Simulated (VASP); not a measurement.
# GeCN2 (R-3m) in VASP: further runs

The runs below take GeCN2 through equation of state, with LDA.

Program: VASP 6.6.1. These are calculated values, not measurements. Logs are shortened: lines on timing, memory, paths and dates and some standing lists are left out, and cuts for length are marked.

### 1 Starting point

Symmetry: R-3m, No. 166, trigonal system. Conventional cell: a = 3.440 Å, b = 3.440 Å, c = 14.589 Å, α = 90.00°, β = 90.00°, γ = 120.00°. Ge (site symmetry -3m) is surrounded by 6 N at 2.32 Å. N (site symmetry 3m) has 1 C at 1.23 Å as nearest neighbours. Around C (site symmetry -3m) lie 2 N at 1.23 Å.

The cell comes from a database or a generator and needn't be the stable form of this composition.

### 2 Equation of state, LDA, 11.96 Å³/atom (a relaxed cell with its volume scaled by 0.96)

INCAR

```
  PREC = Accurate
  ENCUT = 520
  EDIFF = 1E-7
  ISMEAR = 0
  SIGMA = 0.02
  LREAL = F
  LASPH = T
  NELM = 100
  ALGO = Fast
  ISIF = 2
  LWAVE = F
  LCHARG = F
  KPAR = 2
```

KPOINTS

```
regular mesh
0
Gamma
  8 8 8
```

POSCAR

```
GeCN2                                   
1.0
    1.6965583470      0.9795084183      4.7972467473
   -1.6965583470      0.9795084183      4.7972467473
    0.0000000000     -1.9590168367      4.7972467473
  Ge              N               C             
     1     2     1
Direct
     0.0000000000000000    0.0000000000000000    0.0000000000000000
     0.5845295061355078    0.5845295061355078    0.5845295061355078
     0.4154704938644918    0.4154704938644918    0.4154704938644918
     0.5000000000000000    0.5000000000000000    0.5000000000000000
```

Potentials or basis: VASP PAW LDA potentials, release 64 (Ge_d, N, C).

On the command line:

```bash
> cat potpaw_LDA.64/Ge_d/POTCAR potpaw_LDA.64/N/POTCAR potpaw_LDA.64/C/POTCAR > POTCAR
> mpirun -np 2 vasp_std > vasp.out
```

OUTCAR:

```text
PREC = Accurate
   ENCUT = 520
   EDIFF = 1E-7
   ISMEAR = 0
   LREAL = F
   LASPH = T
   NELM = 100
   ISIF = 2

 ion  position               nearest neighbor table
   1  0.000  0.000  0.000-   2 2.29   3 2.29   2 2.29   2 2.29   3 2.29   3 2.29
   2  0.585  0.585  0.585-   4 1.22   1 2.29   1 2.29   1 2.29
   3  0.415  0.415  0.415-   4 1.22   1 2.29   1 2.29   1 2.29
   4  0.500  0.500  0.500-   2 1.22   3 1.22

  LATTYP: Found a trigonal (rhomboedric) cell.
 ALAT       =     5.1818262534
 COS(alpha) =     0.7856112944

  Lattice vectors:

 A1 = (   1.6965583470,   0.9795084183,   4.7972467473)
 A2 = (  -1.6965583470,   0.9795084183,   4.7972467473)
 A3 = (   0.0000000000,  -1.9590168367,   4.7972467473)

Analysis of symmetry for initial positions (statically):
=====================================================================
 Subroutine PRICEL returns:
 Original cell was already a primitive cell.

 Routine SETGRP: Setting up the symmetry group for a
 trigonal (rhombohedral) supercell.

 Subroutine GETGRP returns: Found 12 space group operations
 (whereof 12 operations were pure point group operations)
 out of a pool of 12 trial point group operations.

The static configuration has the point symmetry D_3d.

Analysis of symmetry for dynamics (positions and initial velocities):
=====================================================================
 Subroutine PRICEL returns:
 Original cell was already a primitive cell.

 Routine SETGRP: Setting up the symmetry group for a
 trigonal (rhombohedral) supercell.

 Subroutine GETGRP returns: Found 12 space group operations
 (whereof 12 operations were pure point group operations)
 out of a pool of 12 trial point group operations.

The dynamic configuration has the point symmetry D_3d.

 Subroutine INISYM returns: Found 12 space group operations
 (whereof 12 operations are pure point group operations),
 and found     1 'primitive' translations

----------------------------------------------------------------------------------------

                                     Primitive cell

  volume of cell :      47.8322

  direct lattice vectors                    reciprocal lattice vectors
     1.696558347  0.979508418  4.797246747     0.294714297  0.170153379  0.069484300
    -1.696558347  0.979508418  4.797246747    -0.294714297  0.170153379  0.069484300
     0.000000000 -1.959016837  4.797246747     0.000000000 -0.340306757  0.069484300

  length of vectors
     5.181826253  5.181826253  5.181826253     0.347328025  0.347328025  0.347328025

  position of ions in fractional coordinates (direct lattice)
     0.000000000  0.000000000  0.000000000
     0.584529506  0.584529506  0.584529506
     0.415470494  0.415470494  0.415470494
     0.500000000  0.500000000  0.500000000

  ion indices of the primitive-cell ions
   primitive index   ion index
                 1           1
                 2           2
                 3           3
                 4           4

----------------------------------------------------------------------------------------

 KPOINTS: regular mesh

Automatic generation of k-mesh.
 Grid dimensions read from file:
 generate k-points for:    8    8    8

 Generating k-lattice:

  Cartesian coordinates                     Fractional coordinates (reciprocal lattice)
     0.036839287  0.021269172  0.008685538     0.125000000  0.000000000 -0.000000000
    -0.036839287  0.021269172  0.008685538     0.000000000  0.125000000 -0.000000000
     0.000000000 -0.042538345  0.008685538    -0.000000000 -0.000000000  0.125000000

  Length of vectors
     0.043416003  0.043416003  0.043416003

  Shift w.r.t. Gamma in fractional coordinates (k-lattice)
     0.000000000  0.000000000  0.000000000

 Subroutine IBZKPT returns following result:
 ===========================================

 Found     65 irreducible k-points:

 Following reciprocal coordinates:
            Coordinates               Weight
  0.000000  0.000000  0.000000      1.000000
  0.125000  0.000000  0.000000      6.000000
  0.250000  0.000000  0.000000      6.000000
  0.375000  0.000000  0.000000      6.000000
  0.500000  0.000000  0.000000      3.000000
  0.125000  0.125000  0.000000      6.000000
[... 16 lines left out ...]
  0.250000  0.125000  0.125000      6.000000
  0.375000  0.125000  0.125000      6.000000
 [... further k-points ...]
   k-points           NKPTS =     65   k-points in BZ     NKDIM =     65   number of bands    NBANDS=     18
   number of dos      NEDOS =    301   number of ions     NIONS =      4
   total plane-waves  NPLWV =  64000
   dimension x,y,z NGX =    40 NGY =   40 NGZ =   40
   dimension x,y,z NGXF=    80 NGYF=   80 NGZF=   80
   ions per type =               1   2   1
   NGX,Y,Z   is equivalent  to a cutoff of  12.83, 12.83, 12.83 a.u.
   NGXF,Y,Z  is equivalent  to a cutoff of  25.67, 25.67, 25.67 a.u.
 SYSTEM =  unknown system
   PREC   = accura    normal or accurate (medium, high low for compatibility)
   ISTART =      0    job   : 0-new  1-cont  2-samecut
   ICHARG =      2    charge: 1-file 2-atom 10-const
   ISPIN  =      1    spin polarized calculation?
   LNONCOLLINEAR =      F non collinear calculations
   LSORBIT =      F    spin-orbit coupling
   LASPH  =      T    aspherical Exc in radial PAW
   ENCUT  =  520.0 eV  38.22 Ry    6.18 a.u.   9.63  9.63  9.63*2*pi/ulx,y,z
   NELM   =    100;   NELMIN=  2; NELMDL= -5     # of ELM steps
   EDIFF  = 0.1E-06   stopping-criterion for ELM
   LREAL  =      F    real-space projection
   EDIFFG = 0.1E-05   stopping-criterion for IOM
   NSW    =      0    number of steps for IOM
   IBRION =     -1    ionic relax: 0-MD 1-quasi-New 2-CG
   NFREE  =      0    steps in history (QN), initial steepest desc. (CG)
   ISIF   =      2    stress and relaxation
   ISYM   =      2    0-nonsym 1-usesym 2-fastsym
   POTIM  = 0.5000    time-step for ionic-motion
   TEBEG  =    0.0;   TEEND  =   0.0 temperature during run
   PSTRESS=    0.0 pullay stress
   NELECT =      28.0000    total number of electrons
   NUPDOWN=      -1.0000    fix difference up-down
   EMIN   =  10.00;   EMAX   =-10.00  energy-range for DOS
   EFERMI =   0.00;   METHOD = LEGACY
   ISMEAR =     0;   SIGMA  =   0.02  broadening in eV -4-tet -1-fermi 0-gaus
   EFERMI_NEDOS =   21; number of points for ismear=-14 and -15
[... 30 lines left out ...]

  energy without entropy =      -32.21069874  energy(sigma->0) =      -32.21069874

 E-fermi :   5.2480     XC(G=0): -10.8568

 val. band max:        5.0962181376   @ k =   0.5000   0.5000   0.2500
 cond. band min:       5.6302605679   @ k =   0.5000   0.5000   0.5000
 fundamental gap:      0.5340424303
 Fermi energy:         5.2480451200

 k-point     1 :       0.0000    0.0000    0.0000
  band No.  band energies     occupation
      1     -19.9755      2.00000
      2     -19.9755      2.00000
      3     -19.9725      2.00000
      4     -19.9524      2.00000
      5     -19.9524      2.00000
      6     -15.2377      2.00000
[... 10 lines left out ...]
     17       8.1496      0.00000
     18       9.5319      0.00000

 k-point     2 :       0.1250    0.0000    0.0000
  band No.  band energies     occupation
      1     -19.9790      2.00000
      2     -19.9712      2.00000
      3     -19.9692      2.00000
      4     -19.9556      2.00000
      5     -19.9528      2.00000
      6     -15.1612      2.00000
[... 10 lines left out ...]
     17       8.4496      0.00000
     18      10.5886      0.00000

 k-point     3 :       0.2500    0.0000    0.0000
  band No.  band energies     occupation
      1     -19.9892      2.00000
      2     -19.9645      2.00000
      3     -19.9627      2.00000
      4     -19.9584      2.00000
      5     -19.9518      2.00000
      6     -14.9676      2.00000
[... 10 lines left out ...]
     17       9.1093      0.00000
     18      10.8107      0.00000

 k-point     4 :       0.3750    0.0000    0.0000
  band No.  band energies     occupation
      1     -20.0008      2.00000
      2     -19.9686      2.00000
      3     -19.9606      2.00000
      4     -19.9510      2.00000
      5     -19.9446      2.00000
      6     -14.7604      2.00000
[... 10 lines left out ...]
     17       9.7838      0.00000
     18      10.4917      0.00000

 k-point     5 :       0.5000    0.0000    0.0000
  band No.  band energies     occupation
      1     -20.0058      2.00000
      2     -19.9706      2.00000
      3     -19.9608      2.00000
      4     -19.9476      2.00000
      5     -19.9404      2.00000
      6     -14.6700      2.00000
[... 10 lines left out ...]
     17      10.1533      0.00000
     18      10.5246      0.00000

 k-point     6 :       0.1250    0.1250    0.0000
  band No.  band energies     occupation
      1     -19.9790      2.00000
      2     -19.9712      2.00000
      3     -19.9693      2.00000
      4     -19.9556      2.00000
      5     -19.9528      2.00000
      6     -15.1496      2.00000
[... 10 lines left out ...]
     17       8.0717      0.00000
     18      10.9262      0.00000

 k-point     7 :       0.2500    0.1250    0.0000
  band No.  band energies     occupation
      1     -19.9838      2.00000
      2     -19.9699      2.00000
      3     -19.9613      2.00000
      4     -19.9597      2.00000
      5     -19.9525      2.00000
      6     -15.0048      2.00000
[... 10 lines left out ...]
     17       8.9217      0.00000
     18      10.5039      0.00000

 k-point     8 :       0.3750    0.1250    0.0000
  band No.  band energies     occupation
      1     -19.9928      2.00000
      2     -19.9665      2.00000
      3     -19.9633      2.00000
      4     -19.9569      2.00000
      5     -19.9468      2.00000
      6     -14.8006      2.00000
[... 10 lines left out ...]
     17       9.7912      0.00000
     18      10.2253      0.00000
[... 229 lines left out ...]
     17       9.5107      0.00000
     18      11.1365      0.00000

 k-point    20 :      -0.3750    0.3750    0.0000
  band No.  band energies     occupation
      1     -19.9920      2.00000
      2     -19.9743      2.00000
      3     -19.9611      2.00000
      4     -19.9502      2.00000
      5     -19.9497      2.00000
      6     -14.5493      2.00000
[... 10 lines left out ...]
     17      10.0731      0.00000
     18      11.5178      0.00000

 k-point    21 :       0.5000    0.5000    0.0000
  band No.  band energies     occupation
      1     -20.0084      2.00000
      2     -19.9713      2.00000
      3     -19.9605      2.00000
      4     -19.9474      2.00000
      5     -19.9404      2.00000
      6     -14.5708      2.00000
[... 10 lines left out ...]
     17       9.2177      0.00000
     18      10.8629      0.00000

 k-point    22 :       0.1250    0.1250    0.1250
  band No.  band energies     occupation
      1     -19.9755      2.00000
      2     -19.9755      2.00000
      3     -19.9724      2.00000
      4     -19.9524      2.00000
      5     -19.9524      2.00000
      6     -15.2037      2.00000
[... 10 lines left out ...]
     17       8.2571      0.00000
     18       9.9548      0.00000

 k-point    23 :       0.2500    0.1250    0.1250
  band No.  band energies     occupation
      1     -19.9791      2.00000
      2     -19.9712      2.00000
      3     -19.9691      2.00000
      4     -19.9556      2.00000
      5     -19.9528      2.00000
      6     -15.1086      2.00000
[... 10 lines left out ...]
     17       9.0787      0.00000
     18      11.2041      0.00000

 k-point    24 :       0.3750    0.1250    0.1250
  band No.  band energies     occupation
      1     -19.9894      2.00000
      2     -19.9643      2.00000
      3     -19.9628      2.00000
      4     -19.9584      2.00000
      5     -19.9518      2.00000
      6     -14.9107      2.00000
[... 10 lines left out ...]
     17      10.0164      0.00000
     18      11.0038      0.00000

 [... further k-points ...]

------------------------ aborting loop because EDIFF is reached ----------------------------------------

  FORCE on cell =-STRESS in cart. coord.  units (eV):
  Direction    XX          YY          ZZ          XY          YZ          ZX
  --------------------------------------------------------------------------------------
  -------------------------------------------------------------------------------------
  Total        0.8860576      0.8860576      4.4781536      0.0000000     -0.0000000      0.0000000
  in kB       29.6792041     29.6792041    149.9993189      0.0000000     -0.0000000      0.0000000
  external PRESSURE =      69.7859091 kB  Pullay stress =       0.0000000 kB

 VOLUME and BASIS-vectors are now :
 -----------------------------------------------------------------------------
  energy-cutoff  :      520.00
  volume of cell :       47.83
      direct lattice vectors                 reciprocal lattice vectors
     1.696558347  0.979508418  4.797246747     0.294714297  0.170153379  0.069484300
    -1.696558347  0.979508418  4.797246747    -0.294714297  0.170153379  0.069484300
     0.000000000 -1.959016837  4.797246747     0.000000000 -0.340306757  0.069484300

 POSITION                                       TOTAL-FORCE (eV/Angst)
 -----------------------------------------------------------------------------------
      0.00000      0.00000      0.00000         0.000000      0.000000     -0.000000
      0.00000     -0.00000      8.41240         0.000000     -0.000000      1.265617
      0.00000     -0.00000      5.97934         0.000000      0.000000     -1.265617
      0.00000     -0.00000      7.19587         0.000000      0.000000     -0.000000
 -----------------------------------------------------------------------------------
    total drift:                               -0.000000     -0.000000     -0.000000

  FREE ENERGIE OF THE ION-ELECTRON SYSTEM (eV)
  ---------------------------------------------------
  free  energy   TOTEN  =       -32.2106987389 eV

  energy  without entropy=      -32.2106987389  energy(sigma->0) =      -32.21069874
```

Wall time 98 s (2 MPI ranks of AMD EPYC 7R13 (Zen 3), shared host); peak memory 0.21 GiB.

What came out:

* Free energy: -32.2107 eV
* Pressure: 7.0 GPa
* Largest force: 1.266 eV/Å
* Band gap on the k mesh: 0.53 eV, indirect (least direct gap 1.07 eV)

Caveat: the standard files for N, O and F lose accuracy on very short bonds; forces of over 1 eV/Å show positions far from the minimum, so gaps and moduli don't describe the material at rest.

### 3 Equation of state, LDA, 12.21 Å³/atom (a relaxed cell with its volume scaled by 0.98)

INCAR is that of step 2.

KPOINTS is that of step 2.

Changes to POSCAR since step 2:

```diff
@@ -2,5 +2,5 @@
 1.0
-    1.6965583470      0.9795084183      4.7972467473
-   -1.6965583470      0.9795084183      4.7972467473
-    0.0000000000     -1.9590168367      4.7972467473
+    1.7082591192      0.9862638623      4.8303322532
+   -1.7082591192      0.9862638623      4.8303322532
+    0.0000000000     -1.9725277246      4.8303322532
   Ge              N               C
```

Potentials or basis: VASP PAW LDA potentials, release 64 (Ge_d, N, C).

On the command line:

```bash
> cat potpaw_LDA.64/Ge_d/POTCAR potpaw_LDA.64/N/POTCAR potpaw_LDA.64/C/POTCAR > POTCAR
> mpirun -np 2 vasp_std > vasp.out
```

Run time: 95 s. Hardware: 2 MPI ranks of AMD EPYC 7R13 (Zen 3), shared host; peak memory 0.2 GiB.

The run converged. Its results:

* Free energy: -32.2439 eV
* Pressure: 3.4 GPa
* Largest force: 0.614 eV/Å
* Band gap on the k mesh: 0.62 eV, indirect (least direct gap 1.22 eV)

Caveat: the standard files for N, O and F lose accuracy on very short bonds.

### 4 Equation of state, LDA, 12.46 Å³/atom

INCAR is that of step 3.

KPOINTS is that of step 3.

Changes to POSCAR since step 3:

```diff
@@ -2,5 +2,5 @@
 1.0
-    1.7082591192      0.9862638623      4.8303322532
-   -1.7082591192      0.9862638623      4.8303322532
-    0.0000000000     -1.9725277246      4.8303322532
+    1.7198017607      0.9929280095      4.8629706233
+   -1.7198017607      0.9929280095      4.8629706233
+    0.0000000000     -1.9858560189      4.8629706233
   Ge              N               C
```

On the command line:

```bash
> cat potpaw_LDA.64/Ge_d/POTCAR potpaw_LDA.64/N/POTCAR potpaw_LDA.64/C/POTCAR > POTCAR
> mpirun -np 2 vasp_std > vasp.out
```

It took 1.7 min on 2 MPI ranks of AMD EPYC 7R13 (Zen 3), shared host; peak memory 0.21 GiB.

The run converged. Its results:

```yaml
Free_energy: -32.2560 eV
Pressure: 0.2 GPa
Largest_force: 0.008 eV/Å
Band_gap_on_the_k_mesh: 0.70 eV, indirect (least direct gap 1.37 eV)
```

Caveat: the standard files for N, O and F lose accuracy on very short bonds.

### 5 Equation of state, LDA, 12.71 Å³/atom (a relaxed cell with its volume scaled by 1.02)

INCAR is that of step 4.

KPOINTS is that of step 4.

Changes to POSCAR since step 4:

```diff
@@ -2,5 +2,5 @@
 1.0
-    1.7198017607      0.9929280095      4.8629706233
-   -1.7198017607      0.9929280095      4.8629706233
-    0.0000000000     -1.9858560189      4.8629706233
+    1.7311915082      0.9995038833      4.8951766653
+   -1.7311915082      0.9995038833      4.8951766653
+    0.0000000000     -1.9990077666      4.8951766653
   Ge              N               C
```

On the command line:

```bash
> cat potpaw_LDA.64/Ge_d/POTCAR potpaw_LDA.64/N/POTCAR potpaw_LDA.64/C/POTCAR > POTCAR
> mpirun -np 2 vasp_std > vasp.out
```

Run time: 88 s. Hardware: 2 MPI ranks of AMD EPYC 7R13 (Zen 3), shared host; peak memory 0.21 GiB.

The run converged. Its results:

```
Free energy            : -32.2488 eV
Pressure               : -2.8 GPa
Largest force          : 0.558 eV/Å
Band gap on the k mesh : 0.78 eV, indirect (least direct gap 1.51 eV)
```

Caveat: the standard files for N, O and F lose accuracy on very short bonds.

### 6 Equation of state, LDA, 12.95 Å³/atom (a relaxed cell with its volume scaled by 1.04)

INCAR is that of step 5.

KPOINTS is that of step 5.

Changes to POSCAR since step 5:

```diff
@@ -2,5 +2,5 @@
 1.0
-    1.7311915082      0.9995038833      4.8951766653
-   -1.7311915082      0.9995038833      4.8951766653
-    0.0000000000     -1.9990077666      4.8951766653
+    1.7424333265      1.0059943501      4.9269644175
+   -1.7424333265      1.0059943501      4.9269644175
+    0.0000000000     -2.0119887002      4.9269644175
   Ge              N               C
```

Potentials or basis: VASP PAW LDA potentials, release 64 (Ge_d, N, C).

On the command line:

```bash
> cat potpaw_LDA.64/Ge_d/POTCAR potpaw_LDA.64/N/POTCAR potpaw_LDA.64/C/POTCAR > POTCAR
> mpirun -np 2 vasp_std > vasp.out
```

It took 90 s on 2 MPI ranks of AMD EPYC 7R13 (Zen 3), shared host; peak memory 0.21 GiB.

Results (log left out):

```
Free energy            : -32.2241 eV
Pressure               : -5.4 GPa
Largest force          : 1.085 eV/Å
Band gap on the k mesh : 0.85 eV, indirect (least direct gap 1.64 eV)
```

Caveat: the standard files for N, O and F lose accuracy on very short bonds; forces of over 1 eV/Å show positions far from the minimum, so gaps and moduli don't describe the material at rest.

### 7 Equation of state, LDA

Potentials or basis: VASP PAW LDA potentials, release 64 (Ge_d, N, C).

No new run: the results of the series are fitted here.

What came out:

```yaml
Equilibrium_volume: 12.48 Å³/atom
Bulk_modulus_at_fixed_shape_and_positions: 153 GPa
Pressure_derivative_of_the_bulk_modulus: "3.8 (rough: it moves with the points fitted)"
```

Energy against volume, from the lowest point:
| volume (Å³/atom) | energy (meV/atom) |
| --- | --- |
| 11.958 | 11.32 |
| 12.207 | 3.01 |
| 12.456 | 0.00 |
| 12.705 | 1.79 |
| 12.955 | 7.96 |

Caveat: the standard files for N, O and F lose accuracy on very short bonds; the cell was scaled at fixed shape and fractional positions, which overstates the stiffness of a crystal with free parameters, most of all of layers and chains.
